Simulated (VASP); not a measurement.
Output of a VASP run:

### OSZICAR
```
       N       E                     dE             d eps       ncg     rms          rms(c)
DAV:   1     0.905723943762E+02    0.90572E+02   -0.32243E+03  1008   0.126E+03
DAV:   2     0.345263994059E+00   -0.90227E+02   -0.88933E+02  1488   0.202E+02
DAV:   3    -0.492108366615E+01   -0.52663E+01   -0.50047E+01  1537   0.793E+01
DAV:   4    -0.520969792146E+01   -0.28861E+00   -0.27843E+00  1784   0.158E+01
DAV:   5    -0.522971477803E+01   -0.20017E-01   -0.20018E-01  1768   0.387E+00    0.227E+00
DAV:   6    -0.520939316121E+01    0.20322E-01   -0.16043E-02  1968   0.121E+00    0.130E+00
DAV:   7    -0.519720562491E+01    0.12188E-01   -0.10015E-02  1911   0.844E-01    0.129E-01
DAV:   8    -0.519697993322E+01    0.22569E-03   -0.43468E-04  1933   0.197E-01    0.152E-02
DAV:   9    -0.519698902406E+01   -0.90908E-05   -0.17482E-05  1944   0.454E-02    0.721E-03
DAV:  10    -0.519699138025E+01   -0.23562E-05   -0.14678E-06  1488   0.149E-02    0.251E-03
DAV:  11    -0.519699153566E+01   -0.15542E-06   -0.84696E-08  1173   0.416E-03
   1 F= -.51969915E+01 E0= -.51958883E+01  d E =-.519699E+01
```

File OUTCAR:
```
------------------------ aborting loop because EDIFF is reached ----------------------------------------
  FORCE on cell =-STRESS in cart. coord.  units (eV):
  Direction    XX          YY          ZZ          XY          YZ          ZX
  --------------------------------------------------------------------------------------
  Total       -0.0005526     -0.0005526     -0.0005526      0.0000000      0.0000000      0.0000000
  in kB       -0.0254920     -0.0254920     -0.0254920      0.0000000      0.0000000      0.0000000
  external PRESSURE =      -0.0254920 kB  Pullay stress =       0.0000000 kB
  volume of cell :       34.73
      direct lattice vectors                 reciprocal lattice vectors
    -2.055300197  2.055300197  2.055300197     0.000000000  0.243273465  0.243273465
     2.055300197 -2.055300197  2.055300197     0.243273465  0.000000000  0.243273465
     2.055300197  2.055300197 -2.055300197     0.243273465  0.243273465  0.000000000
 POSITION                                       TOTAL-FORCE (eV/Angst)
 -----------------------------------------------------------------------------------
      0.00000      0.00000      0.00000         0.000000      0.000000      0.000000
 -----------------------------------------------------------------------------------
    total drift:                                0.000000     -0.000000     -0.000000
  FREE ENERGIE OF THE ION-ELECTRON SYSTEM (eV)
  ---------------------------------------------------
  free  energy   TOTEN  =        -5.1969915357 eV

  energy  without entropy=       -5.1936818559  energy(sigma->0) =       -5.19588831

 reached required accuracy - stopping structural energy minimisation
```
(Selected blocks of OUTCAR.)

POSCAR:
```
La
1
   -2.0553001975     2.0553001975     2.0553001975
    2.0553001975    -2.0553001975     2.0553001975
    2.0553001975     2.0553001975    -2.0553001975
La
1
Direct
  0.0000000000   0.0000000000   0.0000000000
```

Reconstruct the remaining input files.

Several could match; the one computed here: the input of the run itself, PBEsol GGA, plane waves, VASP's PBE PAW potentials (set 64).

### KPOINTS
```
Regular mesh
0
G
11 11 11
```

### INCAR
```
ALGO=Normal
EDIFF=1E-6
EDIFFG=-0.01
ENCUT=400
GGA=PS
IBRION=2
ISIF=3
ISMEAR=1
LASPH=.TRUE.
LCHARG=.FALSE.
LMAXMIX=6
LREAL=.FALSE.
LWAVE=.FALSE.
NELM=100
NSW=60
PREC=Accurate
SIGMA=0.1
SYSTEM=La
```

POTCAR, in this order: La (PBE.64 set). Program: vasp_std.

The structure was generated: La was put into the bcc type (Im-3m), which need not be its known phase. It was relaxed first, which changed the volume by -7 %. The start is the result of an earlier pass.
